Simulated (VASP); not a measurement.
```
CELL_PARAMETERS angstrom
      4.71634     0.00000     0.00000
      0.00000     4.71634     0.00000
      0.00000     0.00000     4.71634
ATOMIC_POSITIONS crystal
  Ag 0.75000 0.25000 0.75000
  Ag 0.25000 0.75000 0.75000
  Ag 0.75000 0.75000 0.25000
  Ag 0.25000 0.25000 0.25000
  O  0.00000 0.00000 0.00000
  O  0.50000 0.50000 0.50000
```

Method: AM05 GGA, VASP's PBE PAW potentials (set 64) (plane waves; VASP). Settings: 520 eV cut-off, 7×7×7 Γ-centred mesh, tetrahedra with Blöchl corrections, potentials Ag O.

The cores are frozen, which limits the accuracy of field gradients.

**Question.** Give the principal components of the electric field gradient (V/Å²) and the asymmetry η at each nucleus.

**Answer.** 
```csv
atom,Vxx,Vyy,Vzz,η
Ag1,92.0,92.0,-183.9,0.00
Ag2,92.0,92.0,-183.9,0.00
Ag3,92.0,92.0,-183.9,0.00
Ag4,92.0,92.0,-183.9,0.00
O5,0.0,0.0,0.0,-
O6,0.0,0.0,0.0,-
```

The compound is Ag2O in the cuprite structure. It was relaxed first.
